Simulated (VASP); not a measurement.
VASP ran on this input.

INCAR:
```
# general
SYSTEM =Zn3P2
PREC   =Accurate
ENCUT  =400   # plane-wave cut-off (eV)
LREAL  =.False.
LASPH  =.True.

# electronic loop
EDIFF  =1E-6   # SCF stop (eV)
NELM   =100
ALGO   =Normal   # blocked Davidson
LMAXMIX=4   # l cut-off of mixed one-centre charges
LMIXTAU=.True.

# smearing
ISMEAR =1
SIGMA  =0.1   # width (eV)

# functional
METAGGA=R2SCAN

# ions
IBRION =2   # conjugate gradients
NSW    =60   # most ionic steps
ISIF   =3
EDIFFG =-0.02   # ionic stop

# output
LWAVE  =.False.
LCHARG =.False.
```

### POSCAR
```
Zn3P2
1.0
  5.6116046095   0.0000000000   0.0000000000
  0.0000000000   5.6116046095   0.0000000000
  0.0000000000   0.0000000000   5.6116046095
Zn P
6 4
Cart
  2.8058023047   0.0000000000   2.8058023047
  2.8058023047   0.0000000000   5.6116046095
  2.8058023047   2.8058023047   0.0000000000
  5.6116046095   2.8058023047   5.6116046095
  5.6116046095   2.8058023047   2.8058023047
  5.6116046095   5.6116046095   2.8058023047
  1.4029011524   4.2087034571   4.2087034571
  4.2087034571   4.2087034571   1.4029011524
  4.2087034571   1.4029011524   4.2087034571
  1.4029011524   1.4029011524   1.4029011524
```

### KPOINTS
```
Automatic
0
Gamma
  5 5 5
0 0 0
```

POTCAR, in this order: Zn P (PBE.64 set). Program: vasp_std.

Problem. Write an equivalent input for Ansatz.

Solution. One equivalent input (not run):
Ansatz 0.2 input:
```yaml
crystal:
  lattice:
    - [5.6116046, 0.0000000, 0.0000000]
    - [0.0000000, 5.6116046, 0.0000000]
    - [0.0000000, 0.0000000, 5.6116046]
  atoms:
    - { symbol: Zn, position: [0.5000000, 0.0000000, 0.5000000] }
    - { symbol: Zn, position: [0.5000000, 0.0000000, 1.0000000] }
    - { symbol: Zn, position: [0.5000000, 0.5000000, 0.0000000] }
    - { symbol: Zn, position: [1.0000000, 0.5000000, 1.0000000] }
    - { symbol: Zn, position: [1.0000000, 0.5000000, 0.5000000] }
    - { symbol: Zn, position: [1.0000000, 1.0000000, 0.5000000] }
    - { symbol: P, position: [0.2500000, 0.7500000, 0.7500000] }
    - { symbol: P, position: [0.7500000, 0.7500000, 0.2500000] }
    - { symbol: P, position: [0.7500000, 0.2500000, 0.7500000] }
    - { symbol: P, position: [0.2500000, 0.2500000, 0.2500000] }
kpoints:
  mp_grid: { grid: [5, 5, 5] }
hamiltonian:
  xc: r2scan
  pseudopotentials: { kind: paw }
scf:
  occupations: { method: methfessel_paxton, width: 0.1 }
  max_iter: 100
relax:
  max_steps: 60
  f_tol: 0.02
  cell: {}
output: { forces: true, stress: true, eigenvalues: true }
```
What does not carry over: each code has its own PAW files, so the cut-off isn't converted (ENCUT is set for VASP's; basis.ecutwfc is left out, and Ansatz then takes the one that its files recommend); Ansatz stops its SCF on the density residual and VASP on the energy change (EDIFF).

The structure comes from a computed database's Zn3P2 entry (Pn-3m); how it stands against other phases isn't given here. This run relaxes it. Symmetry was kept, so distortions that lower it aren't found. The start is the result of an earlier pass.
